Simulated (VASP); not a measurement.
TiO2 (Anatase):

```
CELL_PARAMETERS angstrom
-1.89210 1.89210 4.75730
1.89210 -1.89210 4.75730
1.89210 1.89210 -4.75730
ATOMIC_POSITIONS crystal
Ti 0.00000 0.00000 0.00000
Ti 0.75000 0.25000 0.50000
O 0.20810 0.20810 0.00000
O 0.95810 0.45810 0.50000
O 0.54190 0.04190 0.50000
O 0.79190 0.79190 0.00000
```

```yaml
Program: VASP 6.6.1
Task: relaxation of cell and atoms
Functional: LDA
Potentials_or_basis: VASP PAW LDA potentials, release 64 (Ti_sv, O)
Cutoff: 600 eV
k_mesh: 6 × 6 × 6
Occupations: gaussian, width 0.01 eV
Spin: no spin polarisation
```

At the start: pressure -5.8 GPa; volume 11.35 Å³/atom.

Problem. Where does the relaxation end?

Solution. Over 6 steps the energy falls by 5.6 meV/atom and the volume is 11.05 Å³/atom (-2.6 %); space group I4_1/amd (No. 141, to 0.05 Å).

The path:
```
step  energy change (eV)  largest force (eV/Å)  pressure (GPa)  volume (Å³)
   1              0.0000                0.0904           -5.78        68.13
   2              0.0281                0.3174            8.77        64.17
   3             -0.0325                0.0746           -0.03        66.42
   4             -0.0325                0.0788            0.07        66.38
   5             -0.0333                0.0233            0.09        66.31
   6             -0.0334                0.0019            0.07        66.33
```

Final structure:
```
Ti O
1.0
    -1.87264    1.87264    4.72870
     1.87264   -1.87264    4.72870
     1.87264    1.87264   -4.72870
Ti O
2 4
Direct
  0.00000 0.00000 0.00000
  0.75000 0.25000 0.50000
  0.20816 0.20816 0.00000
  0.95816 0.45816 0.50000
  0.54184 0.04184 0.50000
  0.79184 0.79184 0.00000
```
